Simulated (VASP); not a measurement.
Crystal: Sb2TeO2.

```xyz
10
Lattice="3.9360 0.0000 0.0000 0.0000 12.7430 0.0000 0.0000 0.0000 3.8470" Properties=species:S:1:pos:R:3 pbc="T T T"
Sb    2.0960    1.9700    1.9235
Sb    0.1280    4.4015    0.0000
Sb    3.8080    8.3415    0.0000
Sb    1.8400   10.7730    1.9235
Te    0.0000    0.0000    0.0000
Te    1.9680    6.3715    1.9235
O     0.0530    3.1610    1.9235
O     2.0210    3.2105    0.0000
O     1.9150    9.5325    0.0000
O     3.8830    9.5820    1.9235
```

The cell was built by a generator and needn't be a form met in nature.

| Item | Value |
| --- | --- |
| Program | VASP 6.6.1 |
| Task | relaxation of cell and atoms |
| Functional | PBE |
| Potentials or basis | VASP PAW PBE potentials, release 64 (Sb, Te, O) |
| Cutoff | 520 eV |
| k mesh | 8 × 4 × 8 |
| Occupations | gaussian, width 0.1 eV |
| Spin | no spin polarisation |

At the start: pressure -0.5 GPa; volume 19.30 Å³/atom.

Where does the relaxation end?

Over 12 steps the energy falls by 2.1 meV/atom and the volume is 19.12 Å³/atom (-0.9 %); space group Pnnm (No. 58, to 0.05 Å).

Step by step:
```tsv
step	energy change (eV)	largest force (eV/Å)	pressure (GPa)	volume (Å³)
1	0.0000	0.0716	-0.49	192.95
2	-0.0095	0.0992	0.28	191.29
3	-0.0102	0.1346	0.53	190.74
4	-0.0166	0.0708	0.23	190.95
5	-0.0185	0.0559	-0.09	191.15
6	-0.0185	0.0563	-0.07	191.14
7	-0.0192	0.0461	-0.03	190.98
8	-0.0202	0.0202	0.12	190.52
9	-0.0205	0.0297	-0.01	190.90
10	-0.0206	0.0351	-0.10	191.11
11	-0.0207	0.0138	-0.07	191.14
12	-0.0207	0.0094	-0.06	191.15
```

Final structure:
```
Sb Te O
1.0
     3.90581    0.00000    0.00000
     0.00000   12.54641    0.00000
     0.00000    0.00000    3.90072
Sb Te O
4 2 4
Direct
  0.53211 0.15396 0.50000
  0.03211 0.34604 0.00000
  0.96789 0.65396 0.00000
  0.46789 0.84604 0.50000
  0.00000 0.00000 0.00000
  0.50000 0.50000 0.50000
  0.01109 0.25021 0.50000
  0.51109 0.24979 0.00000
  0.48891 0.75021 0.00000
  0.98891 0.74979 0.50000
```
